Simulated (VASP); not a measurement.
```
CELL_PARAMETERS angstrom
     10.93707     0.00000     0.00000
      0.00000    10.93707     0.00000
      0.00000     0.00000    10.93707
ATOMIC_POSITIONS crystal
  Si 0.50000 0.00000 0.00000
  Si 0.62500 0.12500 0.12500
  Si 0.75000 0.25000 0.00000
  Si 0.87500 0.37500 0.12500
  Si 0.75000 0.00000 0.25000
  Si 0.87500 0.12500 0.37500
  Si 0.00000 0.00000 0.00000
  Si 0.12500 0.12500 0.12500
  Si 0.25000 0.25000 0.00000
  Si 0.37500 0.37500 0.12500
  Si 0.50000 0.50000 0.00000
  Si 0.62500 0.62500 0.12500
  Si 0.75000 0.75000 0.00000
  Si 0.87500 0.87500 0.12500
  Si 0.25000 0.00000 0.25000
  Si 0.37500 0.12500 0.37500
  Si 0.49822 0.24666 0.25088
  Si 0.74689 0.50278 0.25000
  Si 0.87500 0.62500 0.37500
  Si 0.50000 0.00000 0.50000
  Si 0.62500 0.12500 0.62500
  Si 0.74905 0.24556 0.49971
  Si 0.87500 0.37500 0.62500
  Si 0.75000 0.00000 0.75000
  Si 0.87500 0.12500 0.87500
  Si 0.00000 0.50000 0.00000
  Si 0.12500 0.62500 0.12500
  Si 0.25000 0.75000 0.00000
  Si 0.37500 0.87500 0.12500
  Si 0.00000 0.25000 0.25000
  Si 0.12500 0.37500 0.37500
  Si 0.25000 0.50000 0.25000
  Si 0.37500 0.62500 0.37500
  Si 0.50000 0.75000 0.25000
  Si 0.62500 0.87500 0.37500
  Si 0.00000 0.00000 0.50000
  Si 0.12500 0.12500 0.62500
  Si 0.25000 0.25000 0.50000
  Si 0.37500 0.37500 0.62500
  Si 0.62500 0.62500 0.62500
  Si 0.75000 0.75000 0.50000
  Si 0.87500 0.87500 0.62500
  Si 0.25000 0.00000 0.75000
  Si 0.37500 0.12500 0.87500
  Si 0.50000 0.25000 0.75000
  Si 0.62500 0.37500 0.87500
  Si 0.75000 0.50000 0.75000
  Si 0.87500 0.62500 0.87500
  Si 0.00000 0.75000 0.25000
  Si 0.12500 0.87500 0.37500
  Si 0.00000 0.50000 0.50000
  Si 0.12500 0.62500 0.62500
  Si 0.25000 0.75000 0.50000
  Si 0.37500 0.87500 0.62500
  Si 0.00000 0.25000 0.75000
  Si 0.12500 0.37500 0.87500
  Si 0.25000 0.50000 0.75000
  Si 0.37500 0.62500 0.87500
  Si 0.50000 0.75000 0.75000
  Si 0.62500 0.87500 0.87500
  Si 0.00000 0.75000 0.75000
  Si 0.12500 0.87500 0.87500
  As 0.50235 0.50016 0.50048
```

Level of theory: PBE GGA, VASP's PBE PAW potentials (set 64) (plane waves; VASP). Settings: PREC = Normal, LREAL = Auto, ISYM = 0, EDIFF = 1E-5, 400 eV cut-off, 1×1×1 Γ-centred mesh, Gaussian smearing of 0.050 eV, potentials Si As. Starting moments (MAGMOM): 63*0.0159. The cell's moment is fixed (NUPDOWN = 1).

The supercell is sampled at Γ alone, which is coarse: total energies, pressure and levels can be off, energies of defects by several tenths of an eV.

Q: The ions are relaxed. Predict the relaxed structure.

A: 
```
CELL_PARAMETERS angstrom
     10.93707     0.00000     0.00000
      0.00000    10.93707     0.00000
      0.00000     0.00000    10.93707
ATOMIC_POSITIONS crystal
  Si 0.49963 0.99989 0.00002
  Si 0.62603 0.12541 0.12557
  Si 0.75054 0.25004 0.99968
  Si 0.87442 0.37525 0.12548
  Si 0.75066 0.99935 0.24989
  Si 0.87481 0.12502 0.37495
  Si 0.00032 0.99965 0.99966
  Si 0.12485 0.12564 0.12555
  Si 0.25118 0.24979 0.00130
  Si 0.37815 0.37649 0.12825
  Si 0.50033 0.50025 0.00020
  Si 0.62454 0.62470 0.12651
  Si 0.75005 0.74938 0.00013
  Si 0.87519 0.87443 0.12493
  Si 0.25100 0.00128 0.24981
  Si 0.37784 0.12788 0.37684
  Si 0.50243 0.24870 0.24927
  Si 0.74872 0.49786 0.24799
  Si 0.87171 0.62244 0.37528
  Si 0.50007 0.99971 0.50052
  Si 0.62443 0.12626 0.62455
  Si 0.74910 0.24727 0.49759
  Si 0.87152 0.37515 0.62208
  Si 0.75000 0.00023 0.74958
  Si 0.87510 0.12504 0.87469
  Si 0.00018 0.49932 0.99976
  Si 0.12466 0.62458 0.12621
  Si 0.24948 0.74995 0.00073
  Si 0.37507 0.87508 0.12613
  Si 0.99959 0.25031 0.25018
  Si 0.12460 0.37502 0.37505
  Si 0.25099 0.50023 0.25217
  Si 0.37518 0.62534 0.37821
  Si 0.49973 0.74934 0.25191
  Si 0.62498 0.87521 0.37516
  Si 0.00038 0.99952 0.49945
  Si 0.12453 0.12627 0.62468
  Si 0.25081 0.25218 0.50036
  Si 0.37509 0.37821 0.62540
  Si 0.62172 0.62595 0.62590
  Si 0.74818 0.74897 0.50014
  Si 0.87432 0.87503 0.62464
  Si 0.24946 0.00072 0.74998
  Si 0.37526 0.12608 0.87503
  Si 0.49980 0.25190 0.74921
  Si 0.62497 0.37508 0.87522
  Si 0.74809 0.49992 0.74870
  Si 0.87426 0.62436 0.87487
  Si 0.99880 0.74886 0.25037
  Si 0.12538 0.87515 0.37528
  Si 0.99880 0.49930 0.49933
  Si 0.12327 0.62505 0.62523
  Si 0.24919 0.74989 0.50104
  Si 0.37413 0.87555 0.62552
  Si 0.99863 0.25047 0.74894
  Si 0.12527 0.37524 0.87540
  Si 0.24914 0.50086 0.75016
  Si 0.37424 0.62519 0.87595
  Si 0.49843 0.75085 0.75109
  Si 0.62531 0.87545 0.87555
  Si 0.99914 0.75012 0.75019
  Si 0.12506 0.87502 0.87506
  As 0.51276 0.48751 0.48758
``` The cell ends with 1.00 μB, on the first 30 sites 0.00 0.00 0.00 0.00 0.00 0.00 0.00 0.00 0.00 0.00 0.00 0.01 0.01 0.00 0.00 0.01 -0.02 0.12 0.00 0.00 0.01 0.12 0.00 0.01 0.00 0.01 0.00 0.00 0.00 0.00 μB.

Q: How much energy does the relaxation gain?

A: The energy (σ→0) changes by -3.6 meV/atom, in 12 ionic steps.

The cell is a supercell with a defect, built from Si (diamond): As_Si-vac_Si.
